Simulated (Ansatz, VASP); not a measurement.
## CoO: VASP beside Ansatz

Wanted: the spread between two codes on one cell, functional and k mesh.

Program: Ansatz 0.2.0. Level of theory: plane waves, with VASP 6.6.1 beside it; single point at PBE, DFT+U. Results are calculated unless marked as measured.

## Step 1: Starting point

The structure is cubic, space group Fm-3m (No. 225). The conventional cell has a = 4.263 Å, b = 4.263 Å, c = 4.263 Å, α = 90.00°, β = 90.00°, γ = 90.00°. Nearest to Co lie 6 O at 2.13 Å. O has 6 Co at 2.13 Å nearest. Farther neighbours and most contacts between anions are not listed.

## Step 2: Ansatz: single point, PBE, DFT+U

Ansatz runs on its default PAW (the set named soft_2) files.

A single point gives forces, pressure and levels at one fixed geometry, so differences don't come from the geometry; what else differs is listed under the comparison.

input.yaml reads:

```yaml
crystal:
  lattice:
    - [0.0, 2.1315, 2.1315]
    - [2.1315, 0.0, 2.1315]
    - [2.1315, 2.1315, 0.0]
  atoms:
    - { symbol: Co, position: [0.0, 0.0, 0.0], spin: 3.0 }
    - { symbol: O, position: [0.5, 0.5, 0.5] }
hamiltonian:
  xc: pbe
  pseudopotentials: { kind: paw }
  hubbard: { sites: [{ species: Co, l: d, u_eff: 3.5 }] }
magnetization:
  spin_polarized: true
kpoints:
  mp_grid: { grid: [10, 10, 10] }
scf:
  occupations: { method: fermi_dirac, width: 0.05 }
  n_extra_bands: 7
output:
  forces: true
  stress: true
  eigenvalues: true
```

On the command line:

```bash
$ ansatz run input.yaml --threads 2 --pin off --max-ram 4608MiB --backend cpu --events-out ev --progress --plain --runs-dir out
```

Numbers of over 12 decimals in the logs are rounded to 6 here.

The program printed:

```text
Co: projections on atomic orbitals take those of the free atom [Ne] 3s2 3p6 3d7 4s2, of charge +0.00 (hamiltonian.pseudopotentials.projection_atoms); the dataset's partial waves leave at most 1.4e-6 of an orbital's norm unspanned inside its sphere
O: projections on atomic orbitals take those of the free atom [He] 2s2 2p4, of charge +0.00 (hamiltonian.pseudopotentials.projection_atoms); the dataset's partial waves leave at most 1.9e-8 of an orbital's norm unspanned inside its sphere
scf.n_extra_bands = 7 over 12 filled bands (N_el = 23.0): the run solves 19 bands
Engine: ansatz 0.2.0, aarch64-unknown-linux-gnu
Pseudopotentials: kind: paw
Pseudopotential: Co, paw, valence charge 17, recommended cutoff 420 eV (normal), Co.paw.azcp
Pseudopotential: O, paw, valence charge 6, recommended cutoff 420 eV (normal), O.paw.azcp
Functional definition: PBE
  parameter kappa = 0.804
  parameter beta = 0.066725
  exchange = pbe_x(kappa = kappa, mu = beta*pi^2/3)
  correlation = pbe_c(beta = beta)
Crystal: 2 atoms, lattice volume = 19.368 Å³
Basis set: ecut = 420 eV, 339 PW (Γ), exchange–correlation on 48×48×48 points (8 copies of the dense FFT grid, shifted against one another)
Bands: 19, of which v1, the nominal top of the filled ones, is band 12 counted from 1 (11 counted from 0)
Symmetry: 48 space group operations
Space group: Fm-3m (ITA 225), of the structure as read, at distance tolerance 2.7e-5 Å
Magnetic group: BNS 225.116 (UNI 1618), of the structure as read, at distance tolerance 2.7e-5 Å
k-points: 47 of 1000
Non-local potential: Co, projectors of the file, l = 0: 3, l = 1: 2, l = 2: 3, l = 3: 1
Non-local potential: O, projectors of the file, l = 0: 2, l = 1: 2, l = 2: 1
PAW form: soft (Blöchl's): semilocal exchange-correlation on the pseudo side does not see the compensation charge
PAW one-centre angular grid: Co, 590 points (default); XC on 64 Gauss nodes
PAW one-centre angular grid: O, 110 points (default); XC on 64 Gauss nodes
Initial density: superposition of atomic densities (chi_scale 0.1, normalization cell, long waves kept (reshape's long-wave potential 0.00 eV rms))
Starting moments: Σ|m| = 3 μB on 1 of 2 sites
Initial wavefunctions: pseudopotential atomic-orbital guess
Functional: x = pbe(κ = 0.804, μ = 0.219515), c = pbe(β = 0.066725)
SCF iter   1: F=—  HF=-5691.678096 eV  |F-HF|=—  |Δ(HF+E_count)|=         —  Δρ=3.35e-1 (↑9.63e-2 ↓3.35e-1)  dr2=2.64e1  dr2_m=3.28e0  M=1.714 μB ∫|m|=1.714 μB  β_m=0.30  ethr=3.10e-3  ⟨swp⟩=5.6  Hψ=7644  notcnv=0  defer=13
preconditioner: auto → none  [metal: Δε(μ)=0.008 eV  Ē_g=18.261 eV  σ=0.050 eV  W_gap=0.04  n_scr=8 (ndim 8)  ℏωp=32.7 eV  f_vac=0.000  D(μ)=3.90/eV (n_scr^D=64)  sad-step TF]
SCF iter   2: F=—  HF=-5690.044991 eV  |F-HF|=—  |Δ(HF+E_count)|=    1.63e0  Δρ=1.05e-1 (↑5.85e-2 ↓1.05e-1)  dr2=1.42e0  dr2_m=5.79e-1  M=3.000 μB ∫|m|=3.001 μB  β_m=1.00  ethr=3.10e-3  ⟨swp⟩=3.0  Hψ=4674  notcnv=0  defer=140
SCF iter   3: F=—  HF=-5689.962395 eV  |F-HF|=—  |Δ(HF+E_count)|=   8.26e-2  Δρ=3.52e-2 (↑3.52e-2 ↓3.21e-2)  dr2=3.18e-1  dr2_m=5.83e-3  M=3.000 μB ∫|m|=3.008 μB  β_m=1.00  ethr=3.10e-3  ⟨swp⟩=2.9  Hψ=4050  notcnv=0  defer=140
SCF iter   4: F=—  HF=-5690.206652 eV  |F-HF|=—  |Δ(HF+E_count)|=   2.44e-1  Δρ=1.32e-2 (↑1.04e-2 ↓1.32e-2)  dr2=2.73e-2  dr2_m=5.52e-3  M=2.975 μB ∫|m|=2.986 μB  β_m=0.30  ethr=1.38e-3  ⟨swp⟩=2.3  Hψ=3373  notcnv=0  defer=140
Mixer restart at iter 4: flushing history
spin-set hold released at iteration 4 (site moments contracting): the magnetisation degrees of freedom join the quasi-Newton model from the next iteration; the mixer history was flushed
SCF iter   5: F=—  HF=-5690.344789 eV  |F-HF|=—  |Δ(HF+E_count)|=   1.38e-1  Δρ=1.01e-2 (↑9.00e-3 ↓1.01e-2)  dr2=2.89e-2  dr2_m=5.24e-4  M=2.996 μB ∫|m|=3.010 μB  β_m=0.59  ethr=1.19e-4  ⟨swp⟩=2.4  Hψ=3193  notcnv=0  defer=144
SCF iter   6: F=—  HF=-5690.479584 eV  |F-HF|=—  |Δ(HF+E_count)|=   1.35e-1  Δρ=1.88e-2 (↑9.43e-3 ↓1.88e-2)  dr2=7.14e-2  dr2_m=1.66e-2  M=2.889 μB ∫|m|=2.904 μB  β_m=0.61  ethr=1.19e-4  ⟨swp⟩=2.4  Hψ=3260  notcnv=0  defer=144
SCF iter   7: F=—  HF=-5690.508435 eV  |F-HF|=—  |Δ(HF+E_count)|=   2.89e-2  Δρ=3.61e-3 (↑3.14e-3 ↓3.61e-3)  dr2=1.39e-3  dr2_m=1.61e-3  M=2.904 μB ∫|m|=2.921 μB  β_m=0.80  ethr=1.19e-4  ⟨swp⟩=2.0  Hψ=3519  notcnv=0  defer=150
SCF iter   8: F=—  HF=-5690.509129 eV  |F-HF|=—  |Δ(HF+E_count)|=   6.94e-4  Δρ=3.31e-3 (↑1.15e-3 ↓3.31e-3)  dr2=8.69e-4  dr2_m=7.26e-4  M=2.889 μB ∫|m|=2.905 μB  β_m=0.65  ethr=6.02e-6  ⟨swp⟩=1.5  Hψ=2024  notcnv=0  defer=150
SCF iter   9: F=—  HF=-5690.509143 eV  |F-HF|=—  |Δ(HF+E_count)|=   1.43e-5  Δρ=2.46e-3 (↑1.71e-3 ↓2.46e-3)  dr2=5.19e-4  dr2_m=6.48e-4  M=2.882 μB ∫|m|=2.898 μB  β_m=0.83  ethr=3.78e-6  ⟨swp⟩=2.2  Hψ=2127  notcnv=0  defer=150
[...]
SCF 1 converged in 14 iterations: F = -5690.509336 eV  dr2 = 2.44e-9
  greatest PAW one-centre occupation: 1.004 electrons in one spin orbital (limit 2), on the Co atom at site 0 (counted from 0), in its partial waves of l = 1
Symmetry: 12 space group operations
k-points: 116 of 1000
Initial density: read from a saved state, or passed on in memory by an earlier SCF of this step, an earlier step, the calling program or the single point that the run made first
Starting moments: Σ|m| = 3 μB on 1 of 2 sites; this step starts from the density that it was given
[...]
preconditioner: auto → none  [insulator: Δε(μ)=1.130 eV  Ē_g=18.171 eV  σ=0.050 eV  W_gap=1.00  n_scr=8 (ndim 8)  ℏωp=32.7 eV  f_vac=0.000  D(μ)=0.00/eV (n_scr^D=0)  ε∞_Penn≈4.2]
[...]
SCF iter   5: F=-5691.366243 eV  HF=-5691.366243 eV  |F-HF|=1.60e-8  |Δ(HF+E_count)|=   5.61e-7  Δρ=9.08e-6 (↑9.08e-6 ↓3.29e-6)  dr2=1.39e-8  dr2_m=1.83e-9  M=3.000 μB ∫|m|=3.007 μB  ethr=4.35e-10  ⟨swp⟩=1.5  Hψ=12319  notcnv=0
SCF iter   6: F=-5691.366243 eV  HF=-5691.366243 eV  |F-HF|=1.60e-8  |Δ(HF+E_count)|=  3.64e-11  Δρ=9.06e-6 (↑9.06e-6 ↓3.34e-6)  dr2=1.40e-8  dr2_m=1.80e-9  M=3.000 μB ∫|m|=3.007 μB  ethr=6.06e-11  ⟨swp⟩=1.0  Hψ=14021  notcnv=0
SCF 2 converged in 6 iterations: F = -5691.366243 eV  dr2 = 1.40e-8
iter 1 solved again at ethr=7.51e-9 eV; its pass at ethr=3.10e-3 eV (dr2=1.73e-6 eV) is discarded
SCF iter   1: F=—  HF=-5691.366243 eV  |F-HF|=—  |Δ(HF+E_count)|=         —  Δρ=9.01e-6 (↑9.01e-6 ↓3.51e-6)  dr2=1.43e-8  dr2_m=1.72e-9  M=3.000 μB ∫|m|=3.007 μB  β_m=0.30  ethr=7.51e-9  ⟨swp⟩=3.1  Hψ=32022  notcnv=0
preconditioner: auto → none  [insulator: Δε(μ)=1.358 eV  Ē_g=18.222 eV  σ=0.050 eV  W_gap=1.00  n_scr=8 (ndim 8)  ℏωp=32.7 eV  f_vac=0.000  D(μ)=0.00/eV (n_scr^D=0)  ε∞_Penn≈4.2]
SCF iter   2: F=-5691.366243 eV  HF=-5691.366243 eV  |F-HF|=4.41e-10  |Δ(HF+E_count)|=   3.13e-9  Δρ=3.17e-6 (↑2.93e-6 ↓3.17e-6)  dr2=1.50e-9  dr2_m=1.13e-9  M=3.000 μB ∫|m|=3.007 μB  ethr=6.20e-11  ⟨swp⟩=5.2  Hψ=15008  notcnv=0
SCF 3 converged in 2 iterations: F = -5691.366243 eV  dr2 = 1.50e-9
Symmetry: 4 space group operations
k-points: 282 of 1000
Initial wavefunctions: those read from a saved state, or passed on in memory by an earlier step or the calling program
iter 1 solved again at ethr=6.51e-12 eV; its pass at ethr=4.35e-6 eV (dr2=1.50e-9 eV) is discarded
SCF iter   1: F=—  HF=-5691.366243 eV  |F-HF|=—  |Δ(HF+E_count)|=         —  Δρ=3.17e-6 (↑2.94e-6 ↓3.17e-6)  dr2=1.50e-9  dr2_m=1.13e-9  M=3.000 μB ∫|m|=3.007 μB  ethr=6.51e-12  ⟨swp⟩=1.0  Hψ=62196  notcnv=0
SCF iter   2: F=—  HF=-5691.366242 eV  |F-HF|=—  |Δ(HF+E_count)|=   3.78e-7  Δρ=7.20e-5 (↑5.74e-5 ↓7.20e-5)  dr2=1.35e-6  dr2_m=1.08e-7  M=3.000 μB ∫|m|=3.007 μB  ethr=4.35e-6  ⟨swp⟩=1.0  Hψ=43972  notcnv=0
SCF iter   3: F=—  HF=-5691.366243 eV  |F-HF|=—  |Δ(HF+E_count)|=   3.93e-7  Δρ=1.18e-5 (↑9.86e-6 ↓1.18e-5)  dr2=5.30e-8  dr2_m=4.27e-10  M=3.000 μB ∫|m|=3.007 μB  ethr=4.35e-10  ⟨swp⟩=1.2  Hψ=24052  notcnv=0
SCF iter   4: F=-5691.366243 eV  HF=-5691.366243 eV  |F-HF|=7.66e-10  |Δ(HF+E_count)|=   1.33e-8  Δρ=1.54e-6 (↑1.54e-6 ↓1.53e-6)  dr2=9.16e-10  dr2_m=1.78e-11  M=3.000 μB ∫|m|=3.007 μB  ethr=2.92e-10  ⟨swp⟩=1.0  Hψ=23688  notcnv=0
an SCF along what the orbitals of the run's state read of its open shells (or to have them read: on a GPU, or by another smearing), with 44 of the crystal's symmetry operations given up (282 k-points in place of 47), reached no lower state that the run goes on to. This is no proof of a minimum
SCF converged after 2 iterations
Magnetization: 3.0000 μB (13.0000 up, 10.0000 down)
Absolute magnetization: 3.0058 μB (∫|ρ↑−ρ↓|, with the PAW one-centre terms)
Spin contamination: 0.0032 ħ² per cell (⟨S²⟩ above its minimum at these occupations)
Per-site moments (μB) at R_I (Å): [(2.604091, 0.87924375), (0.226633, 0.87924375)]
Free energy (F): -5691.366243 eV
Harris-Foulkes:  -5691.366243 eV  (|F-HF|=4.41e-10)
Internal energy: -5691.366243 eV  (E = F + TS)
E sigma→0 (E₀):  -5691.366243 eV
Entropy (-TS):   -0.000000 eV (-0.000 meV/atom)
Fermi energy:    14.139318 eV
--- Per-component energies (eV) ---
  E_band       = -318.511200
  E_kinetic    = 617.280583
  E_local      = -3435.536634  (includes V_loc(G=0)·N_el)
  E_nonlocal   = 514.757556
  E_hartree    = 1409.642244
  E_xc         = -228.829116
  E_vxc        = -294.042078  (∫ρ·V_xc dr)
  E_hubbard    = 0.533903  (on-site DFT+U / exact-exchange correction)
  E_vhub       = -11.668049  (the Hubbard potential's part of the band-sum identity)
  E_paw        = -1677.152251  (= ΣΔE_a)
  E_vpaw       = -528.589860  (= ΣTr[D̂ρ^β])
  E_aug_tail   = 0.002536  (compensation charges beyond the density's cutoff)
  E_ewald      = -2892.065066
  E_smearing   = -0.000000  (= −TS)
  E_closure    = 0.000000  (closes the sum)
  Σ components = -5691.366243   (vs F -5691.366243, Δ=0.00e0)
--- Forces (eV/Å), atoms counted from 1 ---
  atom   1  Co     0.00000000     0.00000000    -0.00000000
  atom   2  O      0.00000000    -0.00000000     0.00000000
  max |Σ_I F_I| component: 2.31e-29 eV/Å
--- Stress (GPa, compression-positive) ---
        8.441516      -0.678583      -0.678583
       -0.678583       8.441516      -0.678583
       -0.678583      -0.678583       8.441516
  P = ⅓ Tr σ = 8.4415 GPa (84.415 kbar)
--- Band table (eV; the first three rows and the last of 232) ---
  k-point 0 ↑: bands = [... 8 lower, 9.2107, 9.2107, 11.0437, 11.1080, 11.1080, 14.8018, 30.4839, 31.5278, ... 3 higher]
  k-point 1 ↑: bands = [... 8 lower, 8.9789, 9.2178, 10.6794, 11.3727, 11.4496, 15.5404, 28.6648, 31.1869, ... 3 higher]
  k-point 2 ↑: bands = [... 8 lower, 8.4821, 9.3600, 10.4008, 12.0335, 12.1315, 16.9233, 26.3200, 29.8839, ... 3 higher]
  k-point 115 ↓: bands = [... 8 lower, 11.6142, 11.6142, 15.9095, 17.6189, 17.6189, 19.2235, 24.1130, 27.6446, ... 3 higher]
Occupation matrices written to <dir>
```

It took 38 s on 2 threads of Arm Neoverse V1, shared host; peak memory 0.86 GiB; 74 s of CPU time.

Reading the cycles: dr2 is the Hartree energy of the density residual (eV), the measure of convergence; HF is the Harris–Foulkes estimate of the energy, which meets the free energy F at convergence.

The run ends at a pressure of 8.44 GPa.

(Part 1 of 2 ends here.)

[Lines on the potential files, build, host, timing and source positions are cut from VASP's logs without a mark.]

[Logs are printed without paths, hosts, clocks, repeated set-up lines and the standing remarks that a program may print on its own settings, such as how far it seeks lower states.]

[Hosts, paths, dates, database ids (printed as entryN), source tags and the programs' standing remarks are cut or masked in the printed files.]
